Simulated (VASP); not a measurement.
These are PBEsol GGA, VASP's PBE PAW potentials (set 64) (plane waves; VASP 6.6.1) values and carry that method's errors.

VASP input:

### POSCAR
```
Re
1
   -1.5432870000     1.5432870000     1.5432870000
    1.5432870000    -1.5432870000     1.5432870000
    1.5432870000     1.5432870000    -1.5432870000
Re
1
Direct
  0.0000000000   0.0000000000   0.0000000000
```

INCAR:
```
# general
SYSTEM  = Re
PREC    = Accurate
ENCUT   = 400
LREAL   = F
LASPH   = T

# electronic loop
EDIFF   = 1E-6
NELM    = 100
ALGO    = Normal
LMAXMIX = 6

# smearing
ISMEAR  = 1
SIGMA   = 0.1

# functional
GGA     = PS

# ions
IBRION  = 2
NSW     = 60
ISIF    = 3
EDIFFG  = -0.01

# output
LWAVE   = F
LCHARG  = F
```

**KPOINTS**
```
Automatic mesh
0
Gamma
15 15 15
0 0 0
```

POTCAR, in this order: Re (PBE.64 set). Program: vasp_std.

### Question
What will the output report for the number of irreducible k-points (NKPTS), number of bands (NBANDS), largest plane-wave count, number of space-group operations, FFT grid (NGX, NGY, NGZ)?

### Answer

```json
{
  "number of irreducible k-points (NKPTS)": "120",
  "number of bands (NBANDS)": "7",
  "largest_plane_wave_count": "276",
  "number_of_space_group_operations": "48",
  "FFT grid (NGX, NGY, NGZ)": "18 × 18 × 18"
}
```

The structure was generated: Re was put into the bcc type (Im-3m), which need not be its known phase. This run relaxes it. Symmetry was kept, so distortions that lower it aren't found.
